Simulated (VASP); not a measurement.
Consider the following.

```yaml
crystal:
  lattice:
    - [1.91848, -3.32291, 0.00000]
    - [1.91848, 3.32291, 0.00000]
    - [0.00000, 0.00000, 6.13421]
  atoms:
    - { symbol: Sn, position: [0.00000, 0.00000, 0.00000] }
    - { symbol: Se, position: [0.33333, 0.66667, 0.25981] }
    - { symbol: Se, position: [0.66667, 0.33333, 0.74019] }
```

These are vdW-DF-cx, VASP's PBE PAW potentials (set 64) (plane waves; VASP) values and carry that method's errors. Run with 520 eV cut-off, Gaussian smearing of 0.050 eV, potentials Sn_d Se.

Unless said otherwise, spin-orbit coupling is left out, though it shifts the bands of the heavy elements here.

**Question.** Estimate the band gap (along the path) with the smallest direct gap where there is one.

**Answer.** 
| Item | Result |
|---|---|
| band gap (along the path) | 0.47 eV |
| smallest direct gap (along the path) | 0.89 eV |

Only differences to runs with the same potentials and settings are physical.

The compound is SnSe2 in the 1T layered structure. It was relaxed first.
